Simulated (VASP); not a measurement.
Here is the system:

```yaml
crystal:
  lattice:
    - [0.00000, 3.27609, 3.27609]
    - [3.27609, 0.00000, 3.27609]
    - [3.27609, 3.27609, 0.00000]
  atoms:
    - { symbol: Te, position: [0.50000, 0.50000, 0.50000] }
    - { symbol: Pb, position: [0.00000, 0.00000, 0.00000] }
```

All values below come from optB88-vdW, VASP's PBE PAW potentials (set 64) (plane waves; VASP 6.6.1). Numerical set-up: 520 eV cut-off, Gaussian smearing of 0.050 eV, potentials Te Pb_d.

Unless said otherwise, spin-orbit coupling is left out, though it shifts the bands of the heavy elements here.

### Question
Predict the band gap (along the path) with the smallest direct gap where there is one.

### Answer

```yaml
band gap (along the path): 0.84 eV
smallest direct gap (along the path): 0.84 eV
```

Only differences to runs with the same potentials and settings are physical.

The compound is PbTe in the rock salt structure. It was relaxed first.
